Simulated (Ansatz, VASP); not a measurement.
**FeSi2 (Linzhiite) in two plane-wave programs**

Aim: how closely do two programs agree when they are given the same cell, functional and k mesh? The cell is taken from a series of runs on this material, whose earlier steps may have relaxed, scaled, displaced or heated it; both programs get it as it stands.

Main program and level: Ansatz 0.2.0; plane waves, with VASP 6.6.1 beside it; zone-centre phonons at PBEsol.

### Step 1. The structure

It takes space group P4/mmm (No. 123, tetragonal). The conventional cell has a = 2.736 Å, b = 2.736 Å, c = 5.179 Å, α = 90.00°, β = 90.00°, γ = 90.00°. Si has 1 Si at 2.38 Å and 4 Fe at 2.39 Å nearest. Fe has 8 Si at 2.39 Å nearest. Farther neighbours are not listed.

### Step 2. Ansatz: zone-centre phonons, PBEsol

Ansatz runs on its PAW soft_1 files.

Second derivatives magnify differences that forces hide, and they need a tight electronic threshold.

input.yaml reads:

```yaml
crystal:
  lattice:
    - [2.7356649835, 0.0, 0.0]
    - [0.0, 2.7356649835, 0.0]
    - [0.0, 0.0, 5.1791290429]
  atoms:
    - { symbol: Si, position: [0.5, 0.5, 0.2700228853] }
    - { symbol: Si, position: [0.5, 0.5, 0.7299771147] }
    - { symbol: Fe, position: [0.0, 0.0, 0.0] }
kpoints:
  mp_grid: { grid: [16, 16, 8] }
hamiltonian:
  xc: pbesol
  pseudopotentials: { kind: paw, azcp: { folder: soft_1 }, xc_functional: pbe }
scf:
  occupations: { method: methfessel_paxton, width: 0.2 }
output:
  eigenvalues: true
phonons:
  method: dfpt
```

Launch:

```bash
$ ansatz run input.yaml --threads 4 --pin off --max-ram 10240MiB --backend cpu --events-out ev --progress --plain --runs-dir out
```

Numbers of over 12 decimals in the logs are rounded to 6 here.

What it wrote:

```text
zone centre: on kpoints.mp_grid the ground state, and the responses unless they are solved on pairs of k-points, stand on 405 of the mesh's 2048 k-points, reduced under 4 symmetry operations, with k and −k counted as one. Each operation leaves every solved displacement unchanged or reverses it
Engine: ansatz 0.2.0, x86_64-unknown-linux-gnu
Pseudopotentials: kind: paw
Pseudopotential: Si, paw, valence charge 4, recommended cutoff 420 eV (normal), soft_1/Si.paw.azcp
Pseudopotential: Fe, paw, valence charge 16, recommended cutoff 420 eV (normal), soft_1/Fe.paw.azcp
Functional definition: PBEsol
  exchange = pbesol_x
  correlation = pbesol_c
Crystal: 3 atoms, lattice volume = 38.760 Å³
Basis set: ecut = 420 eV, 773 PW (Γ), exchange–correlation on 40×40×72 points (8 copies of the dense FFT grid, shifted against one another)
Bands: 16, of which v1, the nominal top of the filled ones, is band 12 counted from 1 (11 counted from 0)
Symmetry: 16 space group operations
k-points: 405 of 2048 (irreducible under 4 space group operations, time reversal used)
Non-local potential: Si, projectors of the file, l = 0: 2, l = 1: 2, l = 2: 1
Non-local potential: Fe, projectors of the file, l = 0: 3, l = 1: 2, l = 2: 3, l = 3: 1
PAW form: soft (Blöchl's): semilocal exchange-correlation on the pseudo side does not see the compensation charge
PAW frozen core: Si, regenerated for the run's functional, and the local potential with it (the file was generated under x = pbe(κ = 0.804, μ = 0.219515), c = pbe(β = 0.066725))
PAW frozen core: Fe, regenerated for the run's functional, and the local potential with it (the file was generated under x = pbe(κ = 0.804, μ = 0.219515), c = pbe(β = 0.066725))
PAW one-centre angular grid: Si, 110 points (default); XC on 64 Gauss nodes
PAW one-centre angular grid: Fe, 590 points (default); XC on 64 Gauss nodes
Initial density: superposition of atomic densities (chi_scale 0.1, normalization cell, long waves kept (reshape's long-wave potential 0.00 eV rms))
Initial wavefunctions: pseudopotential atomic-orbital guess
Functional: x = pbesol(κ = 0.804, μ = 0.123457), c = pbesol(β = 0.046)
SCF iter   1: F=—  HF=-5694.984201 eV  |F-HF|=—  |Δ(HF+E_count)|=         —  Δρ=1.27e-1  dr2=1.32e1  ethr=3.10e-3  ⟨swp⟩=5.1  Hψ=34202  notcnv=0
preconditioner: auto → none  [metal: Δε(μ)=0.006 eV  Ē_g=7.713 eV  σ=0.200 eV  W_gap=0.03  n_scr=8 (ndim 8)  ℏωp=23.9 eV  f_vac=0.000  D(μ)=2.04/eV (n_scr^D=16)  sad-step TF]
SCF iter   2: F=—  HF=-5694.733139 eV  |F-HF|=—  |Δ(HF+E_count)|=   2.51e-1  S|Δr|=    0.00e0  Δρ=1.42e-1  dr2=1.35e1  ethr=3.10e-3  ⟨swp⟩=2.0  Hψ=11091  notcnv=0
SCF iter   3: F=—  HF=-5693.521375 eV  |F-HF|=—  |Δ(HF+E_count)|=    1.21e0  S|Δr|=    0.00e0  Δρ=6.36e-2  dr2=1.80e0  ethr=3.10e-3  ⟨swp⟩=3.0  Hψ=11851  notcnv=0
SCF iter   4: F=—  HF=-5693.338699 eV  |F-HF|=—  |Δ(HF+E_count)|=   1.83e-1  S|Δr|=    0.00e0  Δρ=1.19e-2  dr2=1.49e-1  ethr=3.10e-3  ⟨swp⟩=2.4  Hψ=13250  notcnv=0
SCF iter   5: F=—  HF=-5693.291876 eV  |F-HF|=—  |Δ(HF+E_count)|=   4.68e-2  S|Δr|=    0.00e0  Δρ=3.29e-3  dr2=2.35e-3  ethr=6.20e-4  ⟨swp⟩=2.0  Hψ=10791  notcnv=0
SCF iter   6: F=—  HF=-5693.291753 eV  |F-HF|=—  |Δ(HF+E_count)|=   1.23e-4  S|Δr|=    0.00e0  Δρ=6.34e-4  dr2=5.41e-5  ethr=9.79e-6  ⟨swp⟩=2.5  Hψ=10758  notcnv=0
SCF iter   7: F=—  HF=-5693.291740 eV  |F-HF|=—  |Δ(HF+E_count)|=   1.33e-5  S|Δr|=    0.00e0  Δρ=1.30e-4  dr2=3.08e-6  ethr=2.25e-7  ⟨swp⟩=2.1  Hψ=11340  notcnv=0
SCF iter   8: F=—  HF=-5693.291741 eV  |F-HF|=—  |Δ(HF+E_count)|=   1.02e-6  S|Δr|=    0.00e0  Δρ=2.21e-5  dr2=1.08e-7  ethr=1.28e-8  ⟨swp⟩=2.2  Hψ=9385  notcnv=0
SCF iter   9: F=—  HF=-5693.291740 eV  |F-HF|=—  |Δ(HF+E_count)|=   6.32e-7  S|Δr|=    0.00e0  Δρ=2.62e-6  dr2=1.38e-9  ethr=4.49e-10  ⟨swp⟩=2.2  Hψ=9083  notcnv=0
SCF iter  10: F=-5693.291740 eV  HF=-5693.291740 eV  |F-HF|=2.73e-12  |Δ(HF+E_count)|=  2.61e-10  S|Δr|=    0.00e0  Δρ=2.19e-7  dr2=6.50e-12  ethr=1.00e-12  ⟨swp⟩=5.0  Hψ=35096  notcnv=0
the search or the solves at the SCF's close seem to have found levels that the self-consistency loop had missed (the run counts 2). By its estimate they hold under 1e-12 electrons; where the run keeps them, the occupations were computed again with them
SCF 1 converged in 10 iterations: F = -5693.291740 eV  dr2 = 6.50e-12
  greatest PAW one-centre occupation: 1.000 electrons in one spin orbital (limit 2), on the Fe atom at site 2 (counted from 0), in its partial waves of l = 0
DFPT response loops at Γ: preconditioner auto → Kerker (q_TF=auto, 2.519 Å⁻¹) (partly filled bands, converged f_vac=0.000); β = 1.00, the filter's whole step (`scf.mixing.beta` (0.50) is not read by the response loops under this deck's `scf.mixing.preconditioner`; to damp them name `kerker` or `kerker_dos`, under which they read `scf.mixing.beta`, and type it under 1.00, their step now; both keys bind the ground state too); Broyden in place of MSR1
SCF converged after 10 iterations
Stability not checked: this state was not tested for a lower state beside it, because cold or Methfessel-Paxton smearing, or corrected tetrahedra, fill the levels in a way that the test cannot read (fill_not_monotonic; see scf.lower_state_search)
Free energy (F): -5693.291740 eV
Harris-Foulkes:  -5693.291740 eV  (|F-HF|=2.73e-12)
Internal energy: -5693.292726 eV  (E = F + TS)
E sigma→0 (E₀):  -5693.291986 eV
Entropy (-TS):   0.000986 eV (0.329 meV/atom)
Fermi energy:    13.411158 eV
--- Per-component energies (eV) ---
  E_band       = -242.005901
  E_kinetic    = 422.570482
  E_local      = -3596.917702  (includes V_loc(G=0)·N_el)
  E_nonlocal   = 333.093597
  E_hartree    = 1585.020819
  E_xc         = -225.905859
  E_vxc        = -242.996743  (∫ρ·V_xc dr)
  E_paw        = -2345.848395  (= ΣΔE_a)
  E_vpaw       = -327.796216  (= ΣTr[D̂ρ^β])
  E_aug_tail   = -0.000867  (compensation charges beyond the density's cutoff)
  E_ewald      = -1865.547125
  E_core_change = 0.242323  (= ΣΔE_core)
  E_smearing   = 0.000986  (= −TS)
  E_closure    = -0.000000  (closes the sum)
  Σ components = -5693.291740   (vs F -5693.291740, Δ=0.00e0)
--- Band table (eV; the first three rows and the last of 405) ---
  k-point 0: bands = [... 8 lower, 11.8965, 11.9497, 11.9497, 12.7559, 17.6096, 17.6096, 19.7929, 20.4733]
  k-point 1: bands = [... 8 lower, 11.8619, 11.9428, 11.9428, 12.7559, 17.7065, 17.7065, 18.7975, 20.3145]
  k-point 2: bands = [... 8 lower, 11.7343, 11.9262, 11.9262, 12.7561, 17.3588, 17.9848, 17.9848, 20.0401]
  k-point 404: bands = [... 8 lower, 10.1393, 10.1393, 11.7389, 13.5107, 13.8678, 13.8678, 14.7078, 15.8510]
--- Phonons (Γ-DFPT): 4 representative perturbations + reference, on 405 of 2048 k-points (Σ response iterations 15) ---
  k mesh reduced under 4 symmetry operations, with k and −k counted as one. Each operation leaves every solved displacement unchanged or reverses it
  ASR residual: 9.422e-5 → 0.000e0 eV/Å²; symmetrization residual: 4.360e-6 eV/Å²
  ASR residual per site (eV/Å²): 1.92e-5 1.92e-5 9.42e-5
  Γ frequencies (cm⁻¹): 0.00 0.00 0.00 212.82 212.82 256.87 256.87 330.73 509.49
  non-analytic LO–TO correction: not included (Born effective charges unavailable; polar crystals: no LO–TO splitting at Γ)
```

[end of part 1 of 2]

[Lines on the potential files, build, host, timing and source positions are cut from VASP's logs without a mark.]

[Logs are printed without paths, hosts, clocks, repeated set-up lines and the standing remarks that a program may print on its own settings, such as how far it seeks lower states.]

[Hosts, paths, dates, database ids (printed as entryN), source tags and the programs' standing remarks are cut or masked in the printed files.]
